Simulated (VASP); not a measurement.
Computed with HSE06 screened hybrid, VASP's PBE PAW potentials (set 64) (plane waves; VASP).

The input files of a VASP run:

File KPOINTS_OPT:
```
named points and PBE's band edges
7
Reciprocal
  0.000000   0.000000   0.000000 1 ! GAMMA
 -0.500000  -0.500000   0.000000 1 ! X
  0.000000   0.000000   0.500000 1 ! L
 -0.500000  -0.250000   0.250000 1 ! W
 -0.375000   0.000000   0.375000 1 ! K
 -0.375000  -0.375000   0.250000 1 ! U
 -0.035710  -0.035710   0.000000 1 ! near an edge
```

### INCAR
```
SYSTEM = InP
PREC = Accurate; ENCUT = 520; LREAL = .FALSE.
LASPH = .TRUE.; ISYM = 3
EDIFF = 1E-6; NELM = 60; ALGO = Normal
LMAXMIX = 4
ISMEAR = 0; SIGMA = 0.05
GGA = PE; LHFCALC = .TRUE.; AEXX = 0.25
HFSCREEN = 0.2; PRECFOCK = Fast
ISIF = 2
LWAVE = .FALSE.; LCHARG = .FALSE.
```

**KPOINTS**
```
Regular mesh
0
Gamma
 6 6 6
```

File POSCAR:
```
InP
1
    0.0000000000     2.9787197880     2.9787197880
    2.9787197880     0.0000000000     2.9787197880
    2.9787197880     2.9787197880     0.0000000000
In P
1 1
Direct
  0.0000000000   0.0000000000   0.0000000000
  0.2500000000   0.2500000000   0.2500000000
```

POTCAR, in this order: In_d P (PBE.64 set). Program: vasp_std. Read from the step before: WAVECAR.

### Question
What will the output report for the number of irreducible k-points (NKPTS), largest plane-wave count, number of space-group operations, FFT grid (NGX, NGY, NGZ)?

### Answer

```
Property                                      Result
--------------------------------------  ------------
number of irreducible k-points (NKPTS)            16
largest plane-wave count                        1435
number of space-group operations                  24
FFT grid (NGX, NGY, NGZ)                32 × 32 × 32
```

The compound is InP in the zinc blende structure. It was relaxed first.
